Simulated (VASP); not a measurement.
An input for Ansatz (written as the equivalent of a VASP run, and not itself run):

Ansatz 0.2 input:
```yaml
crystal:
  lattice:
    - [0.0000000, 1.7835000, 1.7835000]
    - [1.7835000, 0.0000000, 1.7835000]
    - [1.7835000, 1.7835000, 0.0000000]
  atoms:
    - { symbol: C, position: [0.5000000, 0.5000000, 0.5000000] }
    - { symbol: C, position: [0.7500000, 0.7500000, 0.7500000] }
kpoints:
  mp_grid: { grid: [11, 11, 11] }
hamiltonian:
  xc: r2scan
  pseudopotentials: { kind: paw }
scf:
  occupations: { method: gaussian, width: 0.05 }
  max_iter: 100
relax:
  max_steps: 60
  f_tol: 0.01
  cell: {}
output: { forces: true, stress: true, eigenvalues: true }
```

Question: Translate this input to VASP (INCAR, KPOINTS, POSCAR, choice of POTCAR).

Answer: One answer among several that fit: 
### KPOINTS
```
Regular mesh
0
G
 11 11 11
```

### INCAR
```
# general
SYSTEM  = C
PREC    = Accurate
ENCUT   = 530
LREAL   = .False.
LASPH   = .True.

# electronic loop
EDIFF   = 1E-6
NELM    = 100
ALGO    = Normal
LMIXTAU = .True.

# smearing
ISMEAR  = 0
SIGMA   = 0.05

# functional
METAGGA = R2SCAN

# ions
IBRION  = 2
NSW     = 60
ISIF    = 3
EDIFFG  = -0.01

# output
LWAVE   = .False.
LCHARG  = .False.
```

File POSCAR:
```
C
1.0
  0.0000000000   1.7835000000   1.7835000000
  1.7835000000   0.0000000000   1.7835000000
  1.7835000000   1.7835000000   0.0000000000
C
2
Cart
  1.7835000000   1.7835000000   1.7835000000
  2.6752500000   2.6752500000   2.6752500000
```

POTCAR, in this order: C (PBE.64 set). Program: vasp_std.

The two are equivalent in intent, not identical: each code has its own PAW files, so the cut-off isn't converted (ENCUT is set for VASP's; basis.ecutwfc is left out, and Ansatz then takes the one that its files recommend); Ansatz stops its SCF on the density residual and VASP on the energy change (EDIFF).

The compound is C in the diamond structure. This run relaxes it. Symmetry was kept, so distortions that lower it aren't found.
